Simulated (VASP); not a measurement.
Output of a VASP run:

File OSZICAR:
```
       N       E                     dE             d eps       ncg     rms          rms(c)
DAV:   1    -0.212744498391E+01   -0.21274E+01   -0.14773E+03  1014   0.628E+02
DAV:   2    -0.722436058001E+01   -0.50969E+01   -0.50969E+01  1476   0.725E+01
DAV:   3    -0.730717072345E+01   -0.82810E-01   -0.82810E-01  1188   0.884E+00
DAV:   4    -0.730830667830E+01   -0.11360E-02   -0.11360E-02  1416   0.781E-01
DAV:   5    -0.730830908817E+01   -0.24099E-05   -0.24099E-05  1218   0.326E-02    0.272E+00
DAV:   6    -0.676814906682E+01    0.54016E+00   -0.18714E-01  1566   0.374E+00    0.182E+00
DAV:   7    -0.704354539050E+01   -0.27540E+00   -0.91419E-01  1356   0.490E+00    0.105E+00
DAV:   8    -0.655934633768E+01    0.48420E+00   -0.22750E-01  1038   0.453E+00    0.250E-01
DAV:   9    -0.668916005012E+01   -0.12981E+00   -0.83049E-02  1044   0.365E+00    0.997E-02
DAV:  10    -0.671102786339E+01   -0.21868E-01   -0.26248E-02  1008   0.139E+00    0.117E-01
DAV:  11    -0.671100717551E+01    0.20688E-04   -0.10963E-03  1356   0.321E-01    0.402E-02
DAV:  12    -0.671082601893E+01    0.18116E-03   -0.11871E-04  1032   0.161E-01    0.245E-02
DAV:  13    -0.671098987910E+01   -0.16386E-03   -0.15947E-04  1020   0.138E-01    0.296E-03
DAV:  14    -0.671100477537E+01   -0.14896E-04   -0.12809E-05  1056   0.462E-02    0.128E-03
DAV:  15    -0.671100509626E+01   -0.32089E-06   -0.11975E-06  1200   0.105E-02    0.618E-04
DAV:  16    -0.671100481941E+01    0.27685E-06   -0.37243E-07  1074   0.815E-03    0.101E-03
DAV:  17    -0.671100671360E+01   -0.18942E-05   -0.41550E-07  1020   0.667E-03    0.359E-04
DAV:  18    -0.671100641686E+01    0.29674E-06   -0.23543E-08   810   0.155E-03    0.724E-05
DAV:  19    -0.671100658532E+01   -0.16846E-06   -0.13492E-09   522   0.435E-04    0.443E-05
DAV:  20    -0.671100660881E+01   -0.23494E-07   -0.51641E-10   510   0.309E-04
   1 F= -.67110066E+01 E0= -.67110066E+01  d E =0.000000E+00
       N       E                     dE             ncg
```

**OUTCAR**
```
------------------------ aborting loop because EDIFF is reached ----------------------------------------
  FORCE on cell =-STRESS in cart. coord.  units (eV):
  Direction    XX          YY          ZZ          XY          YZ          ZX
  --------------------------------------------------------------------------------------
  Total       -0.0154624     -0.0154624     -0.0154624      0.0000000      0.0000000      0.0000000
  in kB       -1.5659860     -1.5659860     -1.5659860      0.0000000      0.0000000      0.0000000
  external PRESSURE =      -1.5659860 kB  Pullay stress =       0.0000000 kB
  volume of cell :       15.82
      direct lattice vectors                 reciprocal lattice vectors
     0.000000000  1.992460637  1.992460637    -0.250945986  0.250945986  0.250945986
     1.992460637  0.000000000  1.992460637     0.250945986 -0.250945986  0.250945986
     1.992460637  1.992460637  0.000000000     0.250945986  0.250945986 -0.250945986
  FREE ENERGIE OF THE ION-ELECTRON SYSTEM (eV)
  ---------------------------------------------------
  free  energy   TOTEN  =        -6.7110066088 eV

  energy  without entropy=       -6.7110066088  energy(sigma->0) =       -6.71100661

 total charge

# of ion       s       p       d       tot
------------------------------------------
    1        2.018   0.021   0.000   2.038
    2        0.557   0.002   0.000   0.559
--------------------------------------------------
tot          2.575   0.022   0.000   2.597
```
(Selected blocks of OUTCAR.)

POSCAR:
```
LiH
1
    0.0000000000     1.9924606372     1.9924606372
    1.9924606372     0.0000000000     1.9924606372
    1.9924606372     1.9924606372     0.0000000000
Li H
1 1
Direct
  0.0000000000   0.0000000000   0.0000000000
  0.5000000000   0.5000000000   0.5000000000
```

Task: Write an INCAR and KPOINTS that could have produced this output.

Result: This is not unique; one that fits is the input of the run itself, r2SCAN+rVV10, plane waves, VASP's PBE PAW potentials (set 64).

### KPOINTS_OPT
```
k-points along high-symmetry lines
10
Line-mode
Reciprocal
  0.000000   0.000000   0.000000 ! GAMMA
  0.500000   0.000000   0.500000 ! X

  0.500000   0.000000   0.500000 ! X
  0.625000   0.250000   0.625000 ! U

  0.375000   0.375000   0.750000 ! K
  0.000000   0.000000   0.000000 ! GAMMA

  0.000000   0.000000   0.000000 ! GAMMA
  0.500000   0.500000   0.500000 ! L

  0.500000   0.500000   0.500000 ! L
  0.500000   0.250000   0.750000 ! W

  0.500000   0.250000   0.750000 ! W
  0.500000   0.000000   0.500000 ! X
```

**KPOINTS**
```
Regular mesh
0
G
  13 13 13
0 0 0
```

**INCAR**
```
ALGO=Normal
ISMEAR=-5   ! tetrahedra, Bloechl
NEDOS=601
LORBIT=11
LUSE_VDW=T
LREAL=F   ! projection in real space or not
ENCUT=520   ! plane-wave cut-off (eV)
PREC=Accurate
LWAVE=F
EDIFF=1E-7
LASPH=T
METAGGA=R2SCAN
SYSTEM=LiH
LCHARG=F
ISIF=2
BPARAM=11.95
LMIXTAU=T
CPARAM=0.0093
NELM=100   ! most electronic steps
```

POTCAR, in this order: Li_sv H (PBE.64 set). Program: vasp_std.

The compound is LiH in the rock salt structure. It was relaxed first, which changed the volume by -7 %.
